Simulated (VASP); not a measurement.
A convergence study with VASP on BP (zinc blende): a few settings are varied, all else stays as given below, so the limit is that of these other settings.

```
CELL_PARAMETERS angstrom
      0.00000     2.27000     2.27000
      2.27000     0.00000     2.27000
      2.27000     2.27000     0.00000
ATOMIC_POSITIONS crystal
  B  0.00000 0.00000 0.00000
  P  0.25000 0.25000 0.25000
```

Computed with PBEsol GGA, VASP's PBE PAW potentials (set 64) (plane waves; VASP). The last row used: 700 eV cut-off, 17×17×17 Γ-centred mesh, second-order Methfessel-Paxton smearing of 0.40 eV, potentials B P.

Gaps are read on the run's mesh, which can miss a band edge.

| setting | E (eV/atom) | pressure (GPa) | gap on the mesh (eV) | irreducible k-points |
|---|---|---|---|---|
| ISMEAR = -1, SIGMA = 0.01, 5×5×5 mesh | -6.8096 | -1.67 | 1.124 | 10 |
| ISMEAR = -1, SIGMA = 0.1, 5×5×5 mesh | -6.8096 | -1.67 | 1.124 | 10 |
| ISMEAR = 0, SIGMA = 0.01, 5×5×5 mesh | -6.8096 | -1.67 | 1.124 | 10 |
| ISMEAR = 0, SIGMA = 0.2, 5×5×5 mesh | -6.8096 | -1.67 | 1.124 | 10 |
| ISMEAR = 1, SIGMA = 0.05, 5×5×5 mesh | -6.8096 | -1.67 | 1.124 | 10 |
| ISMEAR = 1, SIGMA = 0.2, 5×5×5 mesh | -6.8095 | -1.67 | 1.124 | 10 |
| ISMEAR = 2, SIGMA = 0.05, 5×5×5 mesh | -6.8096 | -1.67 | 1.124 | 10 |
| ISMEAR = 2, SIGMA = 0.2, 5×5×5 mesh | -6.8095 | -1.67 | 1.124 | 10 |
| ISMEAR = -1, SIGMA = 0.01, 11×11×11 mesh | -6.8372 | -2.04 | 1.162 | 56 |
| ISMEAR = -1, SIGMA = 0.2, 11×11×11 mesh | ___ | ___ | ___ | 56 |
| ISMEAR = 0, SIGMA = 0.01, 11×11×11 mesh | -6.8372 | -2.04 | 1.162 | 56 |
| ISMEAR = 0, SIGMA = 0.4, 11×11×11 mesh | -6.8371 | -2.05 | 1.162 | 56 |
| ISMEAR = 1, SIGMA = 0.05, 11×11×11 mesh | -6.8372 | -2.04 | 1.162 | 56 |
| ISMEAR = 1, SIGMA = 0.4, 11×11×11 mesh | -6.8371 | -2.05 | 1.162 | 56 |
| ISMEAR = 2, SIGMA = 0.05, 11×11×11 mesh | -6.8372 | -2.04 | 1.162 | 56 |
| ISMEAR = 2, SIGMA = 0.4, 11×11×11 mesh | -6.8371 | -2.04 | 1.162 | 56 |
| ISMEAR = -1, SIGMA = 0.05, 17×17×17 mesh | -6.8373 | -2.05 | 1.128 | 165 |
| ISMEAR = -1, SIGMA = 0.2, 17×17×17 mesh | -6.8368 | -2.05 | 1.129 | 165 |
| ISMEAR = 0, SIGMA = 0.1, 17×17×17 mesh | -6.8373 | -2.05 | 1.128 | 165 |
| ISMEAR = 0, SIGMA = 0.4, 17×17×17 mesh | -6.8372 | -2.05 | 1.128 | 165 |
| ISMEAR = 1, SIGMA = 0.1, 17×17×17 mesh | -6.8373 | -2.05 | 1.128 | 165 |
| ISMEAR = 1, SIGMA = 0.4, 17×17×17 mesh | -6.8373 | -2.05 | 1.128 | 165 |
| ISMEAR = 2, SIGMA = 0.1, 17×17×17 mesh | -6.8373 | -2.05 | 1.128 | 165 |
| ISMEAR = 2, SIGMA = 0.4, 17×17×17 mesh | -6.8373 | -2.05 | 1.128 | 165 |

### Question
What belongs in the gaps?

### Answer

- ISMEAR = -1, SIGMA = 0.2, 11×11×11 mesh, E (eV/atom): -6.8367
- ISMEAR = -1, SIGMA = 0.2, 11×11×11 mesh, pressure (GPa): -2.06
- ISMEAR = -1, SIGMA = 0.2, 11×11×11 mesh, gap on the mesh (eV): 1.163

Left out are rungs that failed or repeat a setting and relaxations that didn't move; long series are thinned to 24 rows.

The compound is BP in the zinc blende structure. The cell was not relaxed at this level.
